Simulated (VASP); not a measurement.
Input:

```
SrTe
1.0
    0.00000     3.34036     3.34036
    3.34036     0.00000     3.34036
    3.34036     3.34036     0.00000
Sr Te
1 1
Direct
  0.00000   0.00000   0.00000
  0.50000   0.50000   0.50000
```

Computed with optB88-vdW, VASP's PBE PAW potentials (set 64) (plane waves; VASP 6.6.1). Numerical set-up: 520 eV cut-off, 7×7×7 Γ-centred mesh, Gaussian smearing of 0.050 eV, potentials Sr_sv Te.

### Question
Estimate the energy per atom (σ→0).

### Answer

```json
{
 "energy per atom (σ→0)": "-2.109 eV/atom"
}
```

The compound is SrTe in the rock salt structure. It was relaxed first.
